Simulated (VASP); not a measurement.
Input:

```yaml
crystal:
  lattice:
    - [0.00000, 3.10313, 3.10313]
    - [3.10313, 0.00000, 3.10313]
    - [3.10313, 3.10313, 0.00000]
  atoms:
    - { symbol: Sn, position: [0.00000, 0.00000, 0.00000] }
    - { symbol: Te, position: [0.50000, 0.50000, 0.50000] }
```

All values below come from r2SCAN+rVV10, VASP's PBE PAW potentials (set 64) (plane waves; VASP 6.6.1). Run with 520 eV cut-off, 7×7×7 Γ-centred mesh, Gaussian smearing of 0.050 eV, potentials Sn_d Te.

Problem. Predict the energy per atom (σ→0), pressure.

Solution. 
| Quantity | Result |
|---|---|
| energy per atom (σ→0) | -2417.7 kJ/mol-atom |
| pressure | 3.28 GPa |

Total energies compare only between runs with the same potentials, cut-off and functional.

The compound is SnTe in the rock salt structure, which distorts at low temperature. This cell is one point of a volume scan, at 0.94 of the reference volume.
